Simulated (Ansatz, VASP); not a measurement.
**Cross-check of Cs2AgBiF6 between VASP and Ansatz**

Aim: how closely do two programs agree when they are given the same cell, functional and k mesh? The cell is taken from a series of runs on this material, whose earlier steps may have relaxed, scaled, displaced or heated it; both programs get it as it stands.

Main program and level: Ansatz 0.2.0; plane waves, with VASP 6.6.1 beside it; single point at HSE06.

### Step 1. The starting structure

It takes space group Fm-3m (No. 225, cubic). Conventional cell: a = 9.348 Å, b = 9.348 Å, c = 9.348 Å, α = 90.00°, β = 90.00°, γ = 90.00°. Cs has 12 F at 3.31 Å nearest. Nearest to Ag lie 6 F at 2.41 Å. Nearest to Bi lie 6 F at 2.26 Å. F has 1 Bi at 2.26 Å and 1 Ag at 2.41 Å and 4 Cs at 3.31 Å nearest. Farther neighbours and most contacts between anions are not listed.

Coordinates:

```cif
data_structure
_symmetry_space_group_name_H-M 'Fm-3m'
_symmetry_Int_Tables_number 225
_cell_length_a 9.3481
_cell_length_b 9.3481
_cell_length_c 9.3481
_cell_angle_alpha 90.000
_cell_angle_beta 90.000
_cell_angle_gamma 90.000
_cell_volume 816.91
loop_
_atom_site_label
_atom_site_type_symbol
_atom_site_symmetry_multiplicity
_atom_site_Wyckoff_symbol
_atom_site_fract_x
_atom_site_fract_y
_atom_site_fract_z
_atom_site_occupancy
Cs1 Cs 8 c 0.25000 0.25000 0.75000 1
Ag1 Ag 4 b 0.50000 0.00000 0.00000 1
Bi1 Bi 4 a 0.00000 0.00000 0.00000 1
F1 F 24 e 0.24187 0.00000 0.00000 1
```

### Step 2. Ansatz: single point, HSE06

Ansatz runs on its PAW soft_1 files.

With cell and atoms fixed, the geometry can't cause a difference; cores, projectors, grids and the points listed under the comparison can.

input.yaml

```yaml
crystal:
  lattice:
    - [0.0, 4.6740694725, 4.6740694725]
    - [4.6740694725, 0.0, 4.6740694725]
    - [4.6740694725, 4.6740694725, 0.0]
  atoms:
    - { symbol: Cs, position: [0.75, 0.75, 0.75] }
    - { symbol: Cs, position: [0.25, 0.25, 0.25] }
    - { symbol: Ag, position: [0.5, 0.5, 0.5] }
    - { symbol: Bi, position: [0.0, 0.0, 0.0] }
    - { symbol: F, position: [0.7581260763, 0.2418739237, 0.2418739237] }
    - { symbol: F, position: [0.2418739237, 0.2418739237, 0.7581260763] }
    - { symbol: F, position: [0.2418739237, 0.7581260763, 0.7581260763] }
    - { symbol: F, position: [0.2418739237, 0.7581260763, 0.2418739237] }
    - { symbol: F, position: [0.7581260763, 0.2418739237, 0.7581260763] }
    - { symbol: F, position: [0.7581260763, 0.7581260763, 0.2418739237] }
kpoints:
  mp_grid: { grid: [2, 2, 2] }
  band_path:
    path:
      - [0.0, 0.0, 0.0]
      - [0.5, 0.0, 0.5]
      - [0.625, 0.25, 0.625]
      - [0.375, 0.375, 0.75]
      - [0.5, 0.5, 0.5]
      - [0.5, 0.25, 0.75]
      - [0.5, 0.4, 0.6]
    npoints: 1
hamiltonian:
  xc: hse06
  pseudopotentials: { kind: paw, azcp: { folder: soft_1 } }
scf:
  occupations: { method: fixed }
  n_extra_bands: 7
output:
  eigenvalues: true
```

Started as:

```console
ansatz run input.yaml --threads 2 --pin off --max-ram 92160MiB --backend cuda --events-out ev --progress --plain --runs-dir out --devices 1 --max-vram 13GiB
```

Numbers of over 12 decimals in the logs are rounded to 6 here.

Output:

```text
scf.n_extra_bands = 7 over 47 filled bands (N_el = 94.0): the run solves 54 bands
GPUs: using 1 of 1 available (devices: 1).
Engine: ansatz 0.2.0, x86_64-unknown-linux-gnu
Pseudopotentials: kind: paw
Pseudopotential: Cs, paw, valence charge 9, recommended cutoff 420 eV (normal), soft_1/Cs.paw.azcp
Pseudopotential: Ag, paw, valence charge 19, recommended cutoff 420 eV (normal), soft_1/Ag.paw.azcp
Pseudopotential: Bi, paw, valence charge 15, recommended cutoff 420 eV (normal), soft_1/Bi.paw.azcp
Pseudopotential: F, paw, valence charge 7, recommended cutoff 420 eV (normal), soft_1/F.paw.azcp
Functional definition: HSE06
  parameter a = 0.25
  parameter omega = 0.11/bohr
  exchange = pbe_x - a*pbe_x_sr(omega) + a*exact_x_sr(omega)
  correlation = pbe_c
davidson cushion auto → on  (no smearing: the cushion is to keep the highest requested band from converging to the state above it; pin scf.eigensolver.cushion to override)
device memory: the entry about to start is reckoned to put 2.6 GiB on a device that reports 35.1 GiB free (of which the cap on the GPU budget leaves the run 13.0 GiB)
GPU FFT provider: cuFFT
GPU libraries: cuBLAS 13.8.2, cuFFT 12.4.0, cuSOLVER 12.3.4
Crystal: 10 atoms, lattice volume = 204.228 Å³
Basis set: ecut = 420 eV, 4015 PW (Γ)
Bands: 54, of which v1, the nominal top of the filled ones, is band 47 counted from 1 (46 counted from 0)
Symmetry: 48 space group operations
Space group: Fm-3m (ITA 225), of the structure as read, at distance tolerance 5.9e-5 Å
k-points: 3 of 8
Non-local potential: Cs, projectors of the file, l = 0: 3, l = 1: 2, l = 2: 2, l = 3: 2
Non-local potential: Ag, projectors of the file, l = 0: 3, l = 1: 2, l = 2: 2, l = 3: 1
Non-local potential: Bi, projectors of the file, l = 0: 2, l = 1: 2, l = 2: 2, l = 3: 1
Non-local potential: F, projectors of the file, l = 0: 2, l = 1: 2, l = 2: 1
PAW form: soft (Blöchl's): semilocal exchange-correlation on the pseudo side does not see the compensation charge
PAW frozen core: Cs, regenerated for the run's functional, and the local potential with it (the file was generated under x = pbe(κ = 0.804, μ = 0.219515), c = pbe(β = 0.066725))
PAW frozen core: Ag, regenerated for the run's functional, and the local potential with it (the file was generated under x = pbe(κ = 0.804, μ = 0.219515), c = pbe(β = 0.066725))
PAW frozen core: Bi, regenerated for the run's functional, and the local potential with it (the file was generated under x = pbe(κ = 0.804, μ = 0.219515), c = pbe(β = 0.066725))
PAW frozen core: F, regenerated for the run's functional, and the local potential with it (the file was generated under x = pbe(κ = 0.804, μ = 0.219515), c = pbe(β = 0.066725))
PAW one-centre angular grid: Cs, 194 points (default); XC on 96 Gauss nodes
PAW one-centre angular grid: Ag, 590 points (default); XC on 96 Gauss nodes
PAW one-centre angular grid: Bi, 590 points (default); XC on 64 Gauss nodes
PAW one-centre angular grid: F, 110 points (default); XC on 64 Gauss nodes
Initial density: superposition of atomic densities (chi_scale 0.1, normalization cell, long waves kept (reshape's long-wave potential 0.01 eV rms))
Initial wavefunctions: pseudopotential atomic-orbital guess
GPU buffer pool allocated for 91125 grid points (all kernels)
GPU transforms: local potential and band sums: pruned to the plane-wave sphere, on 45×45×45
Functional: x = pbe(κ = 0.804, μ = 0.219515), c = pbe(β = 0.066725), warm-up for x = pbe(κ = 0.804, μ = 0.219515) + 0.25 (exact − pbe) at short range (hse, ω = 0.207870 Å⁻¹), c = pbe(β = 0.066725); HSE06 as pw.x's `hse` composes it (authors' and Libxc's form: `xc: wpbeh`)
SCF iter   1: F=—  HF=-36200.601175 eV  |F-HF|=—  |Δ(HF+E_count)|=         —  Δρ=1.58e-1  dr2=4.58e1  ethr=1.00e-1  ⟨swp⟩=6.3  Hψ=531  notcnv=0
preconditioner: auto → none  [insulator: Δε(μ)=1.143 eV  Ē_g=12.018 eV  n_scr=58 (ndim 8)  ℏωp=22.0 eV  f_vac=0.019]
SCF iter   2: F=—  HF=-36193.891858 eV  |F-HF|=—  |Δ(HF+E_count)|=    6.71e0  Δρ=1.25e-1  dr2=2.12e1  ethr=4.87e-2  ⟨swp⟩=4.7  Hψ=481  notcnv=0  defer=2
iter 3 solved again at ethr=4.74e-4 eV; its pass at ethr=2.25e-2 eV (dr2=4.45e-1 eV) is discarded
SCF iter   3: F=—  HF=-36187.984627 eV  |F-HF|=—  |Δ(HF+E_count)|=    5.91e0  Δρ=1.69e-2  dr2=4.27e-1  ethr=4.74e-4  ⟨swp⟩=4.3  Hψ=827  notcnv=0  defer=3
SCF iter   4: F=—  HF=-36188.088263 eV  |F-HF|=—  |Δ(HF+E_count)|=   1.04e-1  Δρ=1.04e-2  dr2=1.49e-1  ethr=4.54e-4  ⟨swp⟩=4.0  Hψ=483  notcnv=0
SCF iter   5: F=—  HF=-36188.049785 eV  |F-HF|=—  |Δ(HF+E_count)|=   3.85e-2  Δρ=2.02e-3  dr2=6.45e-3  ethr=1.59e-4  ⟨swp⟩=3.0  Hψ=429  notcnv=0
SCF iter   6: F=-36188.054490 eV  HF=-36188.054220 eV  |F-HF|=2.70e-4  |Δ(HF+E_count)|=   4.44e-3  Δρ=6.00e-4  dr2=4.63e-4  ethr=6.86e-6  ⟨swp⟩=4.7  Hψ=442  notcnv=0
SCF 1 stopped early in 6 iterations: F = -36188.054490 eV  dr2 = 4.63e-4
  greatest PAW one-centre occupation: 1.000 electrons in one spin orbital (limit 2), on the Ag atom at site 2 (counted from 0), in its partial waves of l = 0
device memory: the entry about to start is reckoned to put 3.2 GiB on a device that reports 35.1 GiB free (of which the cap on the GPU budget leaves the run 13.0 GiB)
GPU FFT provider: cuFFT
GPU libraries: cuBLAS 13.8.2, cuFFT 12.4.0, cuSOLVER 12.3.4
Initial density: handed on by an earlier stage of this run
Initial wavefunctions: those handed on with the density
GPU buffer pool allocated for 91125 grid points (all kernels)
GPU transforms: local potential and band sums: pruned to the plane-wave sphere, on 45×45×45
Functional: x = pbe(κ = 0.804, μ = 0.219515) + 0.25 (exact − pbe) at short range (hse, ω = 0.207870 Å⁻¹), c = pbe(β = 0.066725); HSE06 as pw.x's `hse` composes it (authors' and Libxc's form: `xc: wpbeh`)
Exchange kernel: α = 0.2500, screened, ω = 0.2079 Å⁻¹, Wigner–Seitz truncation, v(0) = 984.2452 eV·Å³, q-mesh 2×2×2, nearest image of the exchange supercell L = 13.22 Å, pair-density grid 27×27×27, without the augmentation charges, whose exchange is taken in its separable form by FFT convolution over the k-point mesh (sized by the pseudopotential files, 40×40×40 at the most), smooth part of the exact exchange by density-matrix convolution in up to 1.51 GiB of GPU memory as planned if the GPU has room (build and FFT work areas not counted)
Frozen-core exchange: fock
SCF iter   1: F=—  HF=-36203.427186 eV  |F-HF|=—  |Δ(HF+E_count)|=         —  Δρ=9.42e-3  dr2=2.30e-1  ethr=4.92e-6  ⟨swp⟩=7.3  Hψ=808  notcnv=0
preconditioner: auto → none  [insulator: Δε(μ)=4.450 eV  Ē_g=12.478 eV  n_scr=58 (ndim 8)  ℏωp=20.8 eV  f_vac=0.070]
SCF iter   2: F=—  HF=-36203.362192 eV  |F-HF|=—  |Δ(HF+E_count)|=   6.50e-2  Δρ=3.08e-3  dr2=1.25e-2  ethr=4.92e-6  ⟨swp⟩=5.0  Hψ=625  notcnv=0
SCF iter   3: F=—  HF=-36203.391237 eV  |F-HF|=—  |Δ(HF+E_count)|=   2.90e-2  Δρ=2.20e-3  dr2=1.04e-2  ethr=4.92e-6  ⟨swp⟩=4.0  Hψ=495  notcnv=0
SCF iter   4: F=—  HF=-36203.387767 eV  |F-HF|=—  |Δ(HF+E_count)|=   3.47e-3  Δρ=6.10e-4  dr2=9.09e-4  ethr=4.92e-6  ⟨swp⟩=3.3  Hψ=432  notcnv=0
SCF iter   5: F=—  HF=-36203.387602 eV  |F-HF|=—  |Δ(HF+E_count)|=   1.65e-4  Δρ=1.38e-4  dr2=7.93e-5  ethr=6.87e-7  ⟨swp⟩=3.0  Hψ=453  notcnv=0
SCF iter   6: F=—  HF=-36203.388072 eV  |F-HF|=—  |Δ(HF+E_count)|=   4.69e-4  Δρ=1.76e-4  dr2=5.88e-5  ethr=3.91e-8  ⟨swp⟩=5.3  Hψ=563  notcnv=0
SCF iter   7: F=-36203.388051 eV  HF=-36203.388052 eV  |F-HF|=8.75e-7  |Δ(HF+E_count)|=   1.95e-5  Δρ=2.29e-5  dr2=2.06e-6  ethr=3.91e-8  ⟨swp⟩=3.0  Hψ=403  notcnv=0
SCF 2 stopped early in 7 iterations: F = -36203.388051 eV  dr2 = 2.06e-6
  greatest PAW one-centre occupation: 1.003 electrons in one spin orbital (limit 2), on the Ag atom at site 2 (counted from 0), in its partial waves of l = 0
hybrid outer 1: dexx = +3.421e-2 eV, tail = 9.64e-5 eV
GPU FFT provider: cuFFT
GPU libraries: cuBLAS 13.8.2, cuFFT 12.4.0, cuSOLVER 12.3.4
GPU buffer pool allocated for 91125 grid points (all kernels)
GPU transforms: local potential and band sums: pruned to the plane-wave sphere, on 45×45×45
Exchange kernel: α = 0.2500, screened, ω = 0.2079 Å⁻¹, Wigner–Seitz truncation, v(0) = 984.2452 eV·Å³, q-mesh 2×2×2, nearest image of the exchange supercell L = 13.22 Å, pair-density grid 27×27×27, without the augmentation charges, whose exchange is taken in its separable form by FFT convolution over the k-point mesh (sized by the pseudopotential files, 40×40×40 at the most), smooth part of the exact exchange by density-matrix convolution in up to 1.51 GiB of GPU memory as planned if the GPU has room (build and FFT work areas not counted)
Frozen-core exchange: fock
SCF iter   1: F=—  HF=-36203.388556 eV  |F-HF|=—  |Δ(HF+E_count)|=         —  Δρ=6.85e-5  dr2=6.91e-6  ethr=5.13e-7  ⟨swp⟩=3.0  Hψ=404  notcnv=0
preconditioner: auto → none  [insulator: Δε(μ)=4.293 eV  Ē_g=12.371 eV  n_scr=58 (ndim 8)  ℏωp=20.8 eV  f_vac=0.083]
SCF iter   2: F=—  HF=-36203.388555 eV  |F-HF|=—  |Δ(HF+E_count)|=   9.22e-7  Δρ=3.26e-5  dr2=1.15e-6  ethr=6.41e-9  ⟨swp⟩=4.0  Hψ=459  notcnv=0
iter 3 solved again at ethr=4.62e-11 eV; its pass at ethr=1.09e-9 eV (dr2=4.35e-8 eV) is discarded
SCF iter   3: F=-36203.388556 eV  HF=-36203.388556 eV  |F-HF|=3.67e-8  |Δ(HF+E_count)|=   6.34e-7  Δρ=4.87e-6  dr2=4.68e-8  ethr=4.62e-11  ⟨swp⟩=4.7  Hψ=871  notcnv=0
SCF 3 converged in 3 iterations: F = -36203.388556 eV  dr2 = 4.68e-8
hybrid outer 2: dexx = +1.370e-6 eV, tail = 1.60e-7 eV, Δε = 3.85e-3 eV (about 1.72e-4 eV left of the loop's levels)
device memory: the entry about to start is reckoned to put 1.4 GiB on a device that reports 53.6 GiB free (of which the cap on the GPU budget leaves the run 13.0 GiB)
NSCF: frozen V_eff on 7 k-points
hybrid SCF converged: 2 outer / 10 inner (+6 warm-up), last move |dexx| = 1.37e-6 eV, tail = 1.60e-7 eV
Stability not checked: this state was not tested for a lower state beside it, because the functional holds exact exchange (a hybrid, or Hartree-Fock), whose exchange loop this test does not read (fock_operator; see scf.lower_state_search)
Free energy (F): -36203.388556 eV
Frozen-core exchange: fock
Harris-Foulkes:  -36203.388556 eV  (|F-HF|=3.67e-8)
Internal energy: -36203.388556 eV  (E = F + TS)
E sigma→0 (E₀):  -36203.388556 eV
Fermi energy:    4.956463 eV
--- Per-component energies (eV) ---
  E_band       = -959.296720
  E_kinetic    = 2206.173113
  E_local      = -9625.469035  (includes V_loc(G=0)·N_el)
  E_nonlocal   = 1004.758434
  E_hartree    = 4058.003782
  E_xc         = -909.508214
  E_vxc        = -958.442540  (∫ρ·V_xc dr)
  E_exx        = -307.325925  (= α·E_x^exact, valence–valence)
  E_paw        = -25904.654531  (= ΣΔE_a)
  E_vpaw       = -1087.688451  (= ΣTr[D̂ρ^β])
  E_aug_tail   = 0.004651  (compensation charges beyond the density's cutoff)
  E_ewald      = -6724.446496
  E_core_change = -0.924336  (= ΣΔE_core)
  E_smearing   = -0.000000  (= −TS)
  E_closure    = -0.000000  (closes the sum)
  Σ components = -36203.388556   (vs F -36203.388556, Δ=0.00e0)
--- Band table (eV) ---
  k-point 0: bands = [... 43 lower, 3.2730, 3.2730, 4.1641, 4.1641, 9.8422, 9.8422, 9.8422, 10.3817, ... 3 higher]
  k-point 1: bands = [... 43 lower, 3.2944, 3.2986, 3.8620, 3.8620, 9.2474, 10.7421, 10.7421, 12.4489, ... 3 higher]
  k-point 2: bands = [... 43 lower, 3.3343, 3.3343, 4.1662, 4.9565, 10.2369, 10.7182, 10.7182, 10.9024, ... 3 higher]
```

In the SCF lines HF is the Harris–Foulkes energy and dr2 the Hartree energy of the density residual, in eV; the loop may stop once dr2 is under the threshold and the program's other checks hold. Hψ counts applications of the Hamiltonian.

[end of part 1 of 2]

[Lines on the potential files, build, host, timing and source positions are cut from VASP's logs without a mark.]

[Logs are printed without paths, hosts, clocks, repeated set-up lines and the standing remarks that a program may print on its own settings, such as how far it seeks lower states.]

[Hosts, paths, dates, database ids (printed as entryN), source tags and the programs' standing remarks are cut or masked in the printed files.]
